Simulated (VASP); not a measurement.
An input for Ansatz (written as the equivalent of a VASP run, and not itself run):

Ansatz 0.2 input:
```yaml
crystal:
  lattice:
    - [0.0000000, 2.6158597, 2.6158597]
    - [2.6158597, 0.0000000, 2.6158597]
    - [2.6158597, 2.6158597, 0.0000000]
  atoms:
    - { symbol: Al, position: [0.0000000, 0.0000000, 0.0000000] }
    - { symbol: As, position: [0.2500000, 0.2500000, 0.2500000] }
kpoints:
  mp_grid: { grid: [9, 9, 9] }
hamiltonian:
  xc: pbesol
  pseudopotentials: { kind: paw }
scf:
  occupations: { method: gaussian, width: 0.05 }
  max_iter: 100
relax:
  max_steps: 40
  f_tol: 0.02
  cell: { p_target: 30 }
output: { forces: true, stress: true, eigenvalues: true }
```

Translate this input to VASP (INCAR, KPOINTS, POSCAR, choice of POTCAR).

This is not unique; one that fits is 
KPOINTS:
```
Automatic mesh
0
Gamma
 9 9 9
```

INCAR:
```
# general
SYSTEM  = AlAs
PREC    = Accurate
ENCUT   = 500
LREAL   = .FALSE.
LASPH   = .TRUE.

# electronic loop
EDIFF   = 1E-6
NELM    = 100
ALGO    = Normal
LMAXMIX = 4

# smearing
ISMEAR  = 0
SIGMA   = 0.05

# functional
GGA     = PS

# ions
IBRION  = 2
NSW     = 40
ISIF    = 3
EDIFFG  = -0.02
PSTRESS = 300

# output
LWAVE   = .FALSE.
LCHARG  = .FALSE.
```

File POSCAR:
```
AlAs
1
   -0.0000000000     2.6158597133     2.6158597133
    2.6158597133     0.0000000000     2.6158597133
    2.6158597133     2.6158597133     0.0000000000
Al As
1 1
Direct
  0.0000000000   0.0000000000   0.0000000000
  0.2500000000   0.2500000000   0.2500000000
```

POTCAR, in this order: Al As (PBE.64 set). Program: vasp_std.

What does not carry over: each code has its own PAW files, so the cut-off isn't converted (ENCUT is set for VASP's; basis.ecutwfc is left out, and Ansatz then takes the one that its files recommend); Ansatz stops its SCF on the density residual and VASP on the energy change (EDIFF).

The structure was generated: AlAs was put into the zinc blende type (F-43m), which need not be its known phase. It was relaxed first under an external pressure of 30 GPa.
